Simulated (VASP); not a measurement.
Consider the following.

```xyz
6
Lattice="1.8187 -7.1725 0.0000 1.8187 7.1725 0.0000 0.0000 0.0000 3.6358" Properties=species:S:1:pos:R:3 pbc="T T T"
Si     1.8187    -0.7872     0.9090
Si     1.8187     0.7872     2.7269
Si     1.8187     3.5885     0.9090
Si     1.8187    -3.5885     2.7269
Hf     1.8187    -5.6701     0.9090
Hf     1.8187     5.6701     2.7269
```

Computed with PBE GGA with D3 dispersion (Becke-Johnson damping), VASP's PBE PAW potentials (set 64) (plane waves; VASP). Run with 400 eV cut-off, Gaussian smearing of 0.050 eV, potentials Si Hf_pv.

Task: Give the energies of bands 9 to 21 at the high-symmetry points, in eV from the Fermi level.

Result: 
```tsv
band	Γ	Y	C0	Z	A0	T	S	R
9	-8.80	-7.29	-9.38	-8.72	-7.71	-9.35	-9.54	-7.67
10	-3.96	-5.48	-6.70	-8.72	-7.71	-9.35	-6.79	-7.67
11	-3.35	-3.71	-5.51	-5.58	-6.32	-4.29	-5.20	-6.32
12	-3.23	-3.32	-4.53	-5.58	-6.32	-4.29	-4.98	-6.32
13	-3.06	-3.05	-3.71	-2.69	-4.21	-3.42	-3.72	-4.31
14	-2.70	-3.04	-3.31	-2.69	-4.21	-3.42	-2.87	-4.31
15	-2.69	-3.02	-1.81	-2.12	-3.58	-2.44	-2.00	-3.58
16	-2.68	-2.18	-1.70	-2.12	-3.58	-2.44	-1.78	-3.58
17	-2.61	-1.69	-1.06	-0.12	-2.57	-1.05	-0.96	-2.57
18	-0.06	0.39	-0.80	-0.12	-2.57	-1.05	-0.65	-2.57
19	1.09	1.12	-0.23	0.13	1.58	0.03	-0.56	1.96
20	1.24	1.32	0.82	0.13	1.58	0.03	0.79	1.96
21	1.65	1.42	1.04	1.64	3.11	2.44	0.82	2.77
```

It has no gap at this level: it comes out as a metal or semimetal.

The structure comes from a measured HfSi2 entry (Cmcm) of the Crystallography Open Database, whose conditions weren't checked. It was relaxed first.
